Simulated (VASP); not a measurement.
# TlCuCl3 (Pm-3m) in VASP: further runs

One crystal, TlCuCl3, is run at these levels: LDA; tasks: single point.

Program: VASP 6.6.1. These are calculated values, not measurements. Logs are shortened: lines on timing, memory, paths and dates and some standing lists are left out, and cuts for length are marked.

## 1. Starting point

It takes space group Pm-3m (No. 221, cubic). The conventional cell has a = 4.820 Å, b = 4.820 Å, c = 4.820 Å, α = 90.00°, β = 90.00°, γ = 90.00°. Around Tl (site symmetry m-3m) lie 12 Cl at 3.41 Å. Around Cu (site symmetry m-3m) lie 6 Cl at 2.41 Å. Around Cl (site symmetry 4/mmm) lie 2 Cu at 2.41 Å.

The cell comes from a database or a generator and needn't be the stable form of this composition.

## 2. Single point, LDA

INCAR

```
PREC = Accurate
ENCUT = 520
EDIFF = 1E-6
ISMEAR = -1
SIGMA = 0.1
LREAL = F
LASPH = T
NELM = 100
ALGO = Normal
ISIF = 2
LWAVE = F
LCHARG = T
LELF = T
LVHAR = T
NBANDS = 30
```

KPOINTS

```
regular mesh
0
Gamma
  5 5 5
```

POSCAR

```
TlCuCl3
1.0
    4.8201365700      0.0000000000      0.0000000000
    0.0000000000      4.8201365700      0.0000000000
    0.0000000000      0.0000000000      4.8201365700
Tl Cu Cl
1 1 3
Direct
    0.0000000000      0.0000000000      0.0000000000
    0.5000000000      0.5000000000      0.5000000000
    0.0000000000      0.5000000000      0.5000000000
    0.5000000000      0.0000000000      0.5000000000
    0.5000000000      0.5000000000      0.0000000000
```

Potentials or basis: VASP PAW LDA potentials, release 64 (Tl_d, Cu, Cl).

Launch:

```sh
$ cat potpaw_LDA.64/Tl_d/POTCAR potpaw_LDA.64/Cu/POTCAR potpaw_LDA.64/Cl/POTCAR > POTCAR
$ mpirun -np 1 vasp_std > vasp.out
```

OUTCAR:

```text
PREC = Accurate
   ENCUT = 520
   EDIFF = 1E-6
   ISMEAR = -1
   LREAL = F
   LASPH = T
   NELM = 100
   ISIF = 2

 ion  position               nearest neighbor table
   1  0.000  0.000  0.000-
   2  0.500  0.500  0.500-   3 2.41   4 2.41   5 2.41   5 2.41   4 2.41   3 2.41
   3  0.000  0.500  0.500-   2 2.41   2 2.41
   4  0.500  0.000  0.500-   2 2.41   2 2.41
   5  0.500  0.500  0.000-   2 2.41   2 2.41

  LATTYP: Found a simple cubic cell.
 ALAT       =     4.8201365700

  Lattice vectors:

 A1 = (   4.8201365700,   0.0000000000,   0.0000000000)
 A2 = (   0.0000000000,   4.8201365700,   0.0000000000)
 A3 = (   0.0000000000,   0.0000000000,   4.8201365700)

Analysis of symmetry for initial positions (statically):
=====================================================================
 Subroutine PRICEL returns:
 Original cell was already a primitive cell.

 Routine SETGRP: Setting up the symmetry group for a
 simple cubic supercell.

 Subroutine GETGRP returns: Found 48 space group operations
 (whereof 48 operations were pure point group operations)
 out of a pool of 48 trial point group operations.

The static configuration has the point symmetry O_h .

Analysis of symmetry for dynamics (positions and initial velocities):
=====================================================================
 Subroutine PRICEL returns:
 Original cell was already a primitive cell.

 Routine SETGRP: Setting up the symmetry group for a
 simple cubic supercell.

 Subroutine GETGRP returns: Found 48 space group operations
 (whereof 48 operations were pure point group operations)
 out of a pool of 48 trial point group operations.

The dynamic configuration has the point symmetry O_h .

 Subroutine INISYM returns: Found 48 space group operations
 (whereof 48 operations are pure point group operations),
 and found     1 'primitive' translations

----------------------------------------------------------------------------------------

                                     Primitive cell

  volume of cell :     111.9897

  direct lattice vectors                    reciprocal lattice vectors
     4.820136570  0.000000000  0.000000000     0.207463001  0.000000000  0.000000000
     0.000000000  4.820136570  0.000000000     0.000000000  0.207463001  0.000000000
     0.000000000  0.000000000  4.820136570     0.000000000  0.000000000  0.207463001

  length of vectors
     4.820136570  4.820136570  4.820136570     0.207463001  0.207463001  0.207463001

  position of ions in fractional coordinates (direct lattice)
     0.000000000  0.000000000  0.000000000
     0.500000000  0.500000000  0.500000000
     0.000000000  0.500000000  0.500000000
     0.500000000  0.000000000  0.500000000
     0.500000000  0.500000000  0.000000000

  ion indices of the primitive-cell ions
   primitive index   ion index
                 1           1
                 2           2
                 3           3
                 4           4
                 5           5

----------------------------------------------------------------------------------------

 KPOINTS: regular mesh

Automatic generation of k-mesh.
 Grid dimensions read from file:
 generate k-points for:    5    5    5

 Generating k-lattice:

  Cartesian coordinates                     Fractional coordinates (reciprocal lattice)
     0.041492600  0.000000000  0.000000000     0.200000000  0.000000000  0.000000000
     0.000000000  0.041492600  0.000000000     0.000000000  0.200000000  0.000000000
     0.000000000  0.000000000  0.041492600     0.000000000  0.000000000  0.200000000

  Length of vectors
     0.041492600  0.041492600  0.041492600

  Shift w.r.t. Gamma in fractional coordinates (k-lattice)
     0.000000000  0.000000000  0.000000000

 Subroutine IBZKPT returns following result:
 ===========================================

 Found     10 irreducible k-points:

 Following reciprocal coordinates:
            Coordinates               Weight
  0.000000  0.000000  0.000000      1.000000
  0.200000  0.000000  0.000000      6.000000
  0.400000  0.000000  0.000000      6.000000
  0.200000  0.200000  0.000000     12.000000
  0.400000  0.200000  0.000000     24.000000
  0.400000  0.400000  0.000000     12.000000
  0.200000  0.200000  0.200000      8.000000
  0.400000  0.200000  0.200000     24.000000
  0.400000  0.400000  0.200000     24.000000
  0.400000  0.400000  0.400000      8.000000
   k-points           NKPTS =     10   k-points in BZ     NKDIM =     10   number of bands    NBANDS=     30
   number of dos      NEDOS =    301   number of ions     NIONS =      5
   total plane-waves  NPLWV =  46656
   dimension x,y,z NGX =    36 NGY =   36 NGZ =   36
   dimension x,y,z NGXF=    72 NGYF=   72 NGZF=   72
   ions per type =               1   1   3
   NGX,Y,Z   is equivalent  to a cutoff of  12.42, 12.42, 12.42 a.u.
   NGXF,Y,Z  is equivalent  to a cutoff of  24.83, 24.83, 24.83 a.u.
 SYSTEM =  unknown system
   PREC   = accura    normal or accurate (medium, high low for compatibility)
   ISTART =      0    job   : 0-new  1-cont  2-samecut
   ICHARG =      2    charge: 1-file 2-atom 10-const
   ISPIN  =      1    spin polarized calculation?
   LNONCOLLINEAR =      F non collinear calculations
   LSORBIT =      F    spin-orbit coupling
   LASPH  =      T    aspherical Exc in radial PAW
   ENCUT  =  520.0 eV  38.22 Ry    6.18 a.u.   8.96  8.96  8.96*2*pi/ulx,y,z
   NELM   =    100;   NELMIN=  2; NELMDL= -5     # of ELM steps
   EDIFF  = 0.1E-05   stopping-criterion for ELM
   LREAL  =      F    real-space projection
   EDIFFG = 0.1E-04   stopping-criterion for IOM
   NSW    =      0    number of steps for IOM
   IBRION =     -1    ionic relax: 0-MD 1-quasi-New 2-CG
   NFREE  =      0    steps in history (QN), initial steepest desc. (CG)
   ISIF   =      2    stress and relaxation
   ISYM   =      2    0-nonsym 1-usesym 2-fastsym
   POTIM  = 0.5000    time-step for ionic-motion
   TEBEG  =    0.0;   TEEND  =   0.0 temperature during run
   PSTRESS=    0.0 pullay stress
   NELECT =      45.0000    total number of electrons
   NUPDOWN=      -1.0000    fix difference up-down
   EMIN   =  10.00;   EMAX   =-10.00  energy-range for DOS
   EFERMI =   0.00;   METHOD = LEGACY
   ISMEAR =    -1;   SIGMA  =   0.10  broadening in eV -4-tet -1-fermi 0-gaus
   EFERMI_NEDOS =   21; number of points for ismear=-14 and -15
   IALGO  =     38    algorithm
   IMIX   =      4    mixing-type and parameters
     AMIX     =   0.40;   BMIX     =  1.00
     AMIX_MAG =   1.60;   BMIX_MAG =  1.00
  volume/ion in A,a.u.               =      22.40       151.15
  Fermi-wavevector in a.u.,A,eV,Ry     =   1.208054  2.282891 19.856265  1.459394
  Thomas-Fermi vector in A             =   2.343673
   LORBIT       =      0    0 simple, 1 ext, 2 COOP (PROOUT), +10 PAW based schemes
   GGA     = CA    functional components
   LHFCALC =     F    Hartree Fock is set to
   AEXX    =    0.0000 exact exchange contribution
   IVDW    =     0    specifies the selected vdW correction
   LEPSILON=     F    determine dielectric tensor
   LRPA    =     F    only Hartree local field effects (RPA)
 non-spin polarized calculation
  energy-cutoff  :      520.00
  volume of cell :      111.99
 maximum number of plane-waves:      3037
 NGX is ok and might be reduce to    36
   NGX = 17   NGY = 17   NGZ = 17

 number of electron      45.0000010 magnetization

 Free energy of the ion-electron system (eV)
  ---------------------------------------------------
  ext. energy  EPLUGINS =         0.00000000
  ---------------------------------------------------
  free energy    TOTEN  =       -17.88314606 eV

  energy without entropy =      -17.83737189  energy(sigma->0) =      -17.86025898

 E-fermi :   2.4420     XC(G=0):  -9.9818

 val. band max:        2.3590293137   @ k =   0.4000   0.2000   0.2000
 cond. band min:       3.0154785441   @ k =   0.4000   0.4000   0.4000
 fundamental gap:      0.6564492304
 Fermi energy:         2.4420359279

 k-point     1 :       0.0000    0.0000    0.0000
  band No.  band energies     occupation
      1     -12.2377      2.00000
      2     -11.0743      2.00000
      3     -11.0743      2.00000
      4      -6.7860      2.00000
      5      -6.7860      2.00000
      6      -6.7860      2.00000
[... 22 lines left out ...]
     29       9.9879      0.00000
     30      11.1427      0.00000

 k-point     2 :       0.2000    0.0000    0.0000
  band No.  band energies     occupation
      1     -12.1418      2.00000
      2     -11.1609      2.00000
      3     -11.0669      2.00000
      4      -6.7969      2.00000
      5      -6.7951      2.00000
      6      -6.7951      2.00000
[... 22 lines left out ...]
     29      10.9984      0.00000
     30      11.2949      0.00000

 k-point     3 :       0.4000    0.0000    0.0000
  band No.  band energies     occupation
      1     -11.9231      2.00000
      2     -11.3658      2.00000
      3     -11.0549      2.00000
      4      -6.8166      2.00000
      5      -6.8096      2.00000
      6      -6.8096      2.00000
[... 22 lines left out ...]
     29      11.7008      0.00000
     30      12.1199      0.00000

 k-point     4 :       0.2000    0.2000    0.0000
  band No.  band energies     occupation
      1     -12.0499      2.00000
      2     -11.1852      2.00000
      3     -11.1131      2.00000
      4      -6.8062      2.00000
      5      -6.7950      2.00000
      6      -6.7937      2.00000
[... 22 lines left out ...]
     29      11.8261      0.00000
     30      11.8510      0.00000

 k-point     5 :       0.4000    0.2000    0.0000
  band No.  band energies     occupation
      1     -11.8391      2.00000
      2     -11.3548      2.00000
      3     -11.1207      2.00000
      4      -6.8115      2.00000
      5      -6.8084      2.00000
      6      -6.7931      2.00000
[... 22 lines left out ...]
     29      11.8641      0.00000
     30      11.9272      0.00000

 k-point     6 :       0.4000    0.4000    0.0000
  band No.  band energies     occupation
      1     -11.6382      2.00000
      2     -11.3537      2.00000
      3     -11.2754      2.00000
      4      -6.8068      2.00000
      5      -6.8063      2.00000
      6      -6.8051      2.00000
[... 22 lines left out ...]
     29      11.2093      0.00000
     30      12.0437      0.00000

 k-point     7 :       0.2000    0.2000    0.2000
  band No.  band energies     occupation
      1     -11.9632      2.00000
      2     -11.1794      2.00000
      3     -11.1794      2.00000
      4      -6.8028      2.00000
      5      -6.8028      2.00000
      6      -6.7969      2.00000
[... 22 lines left out ...]
     29      11.2836      0.00000
     30      12.0655      0.00000

 k-point     8 :       0.4000    0.2000    0.2000
  band No.  band energies     occupation
      1     -11.7633      2.00000
      2     -11.3470      2.00000
      3     -11.1699      2.00000
      4      -6.8043      2.00000
      5      -6.7971      2.00000
      6      -6.7961      2.00000
[... 22 lines left out ...]
     29      11.6738      0.00000
     30      12.0147      0.00000

 k-point     9 :       0.4000    0.4000    0.2000
  band No.  band energies     occupation
      1     -11.5841      2.00000
      2     -11.3499      2.00000
      3     -11.2900      2.00000
      4      -6.7963      2.00000
      5      -6.7934      2.00000
      6      -6.7883      2.00000
[... 22 lines left out ...]
     29      10.7697      0.00000
     30      11.9681      0.00000

 k-point    10 :       0.4000    0.4000    0.4000
  band No.  band energies     occupation
      1     -11.4648      2.00000
      2     -11.3437      2.00000
      3     -11.3437      2.00000
      4      -6.7732      2.00000
      5      -6.7732      2.00000
      6      -6.7684      2.00000
[... 22 lines left out ...]
     29       9.7122      0.00000
     30      12.0821      0.00000

------------------------ aborting loop because EDIFF is reached ----------------------------------------

  FORCE on cell =-STRESS in cart. coord.  units (eV):
  Direction    XX          YY          ZZ          XY          YZ          ZX
  --------------------------------------------------------------------------------------
  -------------------------------------------------------------------------------------
  Total       -3.0912637     -3.0912637     -3.0912637     -0.0000000     -0.0000000      0.0000000
  in kB      -44.2250776    -44.2250776    -44.2250776     -0.0000000     -0.0000000      0.0000000
  external PRESSURE =     -44.2250776 kB  Pullay stress =       0.0000000 kB

 VOLUME and BASIS-vectors are now :
 -----------------------------------------------------------------------------
  energy-cutoff  :      520.00
  volume of cell :      111.99
      direct lattice vectors                 reciprocal lattice vectors
     4.820136570  0.000000000  0.000000000     0.207463001  0.000000000  0.000000000
     0.000000000  4.820136570  0.000000000     0.000000000  0.207463001  0.000000000
     0.000000000  0.000000000  4.820136570     0.000000000  0.000000000  0.207463001

 POSITION                                       TOTAL-FORCE (eV/Angst)
 -----------------------------------------------------------------------------------
      0.00000      0.00000      0.00000         0.000000      0.000000      0.000000
      2.41007      2.41007      2.41007         0.000000      0.000000      0.000000
      0.00000      2.41007      2.41007         0.000000      0.000000      0.000000
      2.41007      0.00000      2.41007         0.000000      0.000000      0.000000
      2.41007      2.41007      0.00000         0.000000      0.000000      0.000000
 -----------------------------------------------------------------------------------
    total drift:                                0.000000      0.000000      0.000000

  FREE ENERGIE OF THE ION-ELECTRON SYSTEM (eV)
  ---------------------------------------------------
  free  energy   TOTEN  =       -17.8831460639 eV

  energy  without entropy=      -17.8373718896  energy(sigma->0) =      -17.86025898
```

Wall time 28 s (1 thread of Intel Xeon Platinum 8488C (Sapphire Rapids), shared host); peak memory 0.18 GiB.

What came out:

- Free energy: -17.8831 eV
- Pressure: -4.4 GPa
- Band gap on the k mesh: none (metal or under the smearing width)

Caveat: an odd number of electrons without spin polarisation forces a metal; a magnetic or distorted state may lie lower; the run has no spin polarisation, though such a crystal can be magnetic; semilocal functionals often make such compounds metallic where correlation or magnetic order opens a gap, which also shifts bond lengths. The run has no spin-orbit coupling, so splittings on Tl are missing.

## 3. Single point, LDA

INCAR

```
ALGO     = Normal         # electronic algorithm
EDIFF    = 1E-6           # SCF threshold, eV
ENCUT    = 520            # plane-wave cutoff, eV
ISIF     = 2              # what is computed and relaxed
ISMEAR   = -1             # smearing method
LASPH    = T              # aspherical terms in the spheres
LCHARG   = F              # write CHGCAR
LREAL    = F              # projectors in reciprocal space
LWAVE    = F              # write WAVECAR
NBANDS   = 30             # bands
NELM     = 100            # most SCF steps
PREC     = Accurate       # precision mode
SIGMA    = 0.1            # smearing width, eV
```

KPOINTS

```
k-points
0
Gamma
  5 5 5
```

POSCAR is that of step 2.

Potentials or basis: VASP PAW LDA potentials, release 64 (Tl_d, Cu, Cl).

Launch:

```sh
$ cat potpaw_LDA.64/Tl_d/POTCAR potpaw_LDA.64/Cu/POTCAR potpaw_LDA.64/Cl/POTCAR > POTCAR
$ mpirun -np 1 vasp_std > vasp.out
```

Wall time 30 s (1 thread of Intel Xeon Platinum 8488C (Sapphire Rapids), shared host); peak memory 0.18 GiB.

The run converged. Its results:

| Property | Result |
| --- | --- |
| Free energy | -17.8831 eV |
| Pressure | -4.4 GPa |
| Band gap on the k mesh | none (metal or under the smearing width) |

Levels at points of the mesh, in eV from the Fermi level:
```tsv
k point	band 21	band 22	band 23	band 24	band 25	band 26
(0.00, 0.00, 0.00)	-1.21	-1.21	-1.21	2.60	6.65	6.65
```

Caveat: an odd number of electrons without spin polarisation forces a metal; a magnetic or distorted state may lie lower; the run has no spin polarisation, though such a crystal can be magnetic; semilocal functionals often make such compounds metallic where correlation or magnetic order opens a gap, which also shifts bond lengths. The run has no spin-orbit coupling, so splittings on Tl are missing.
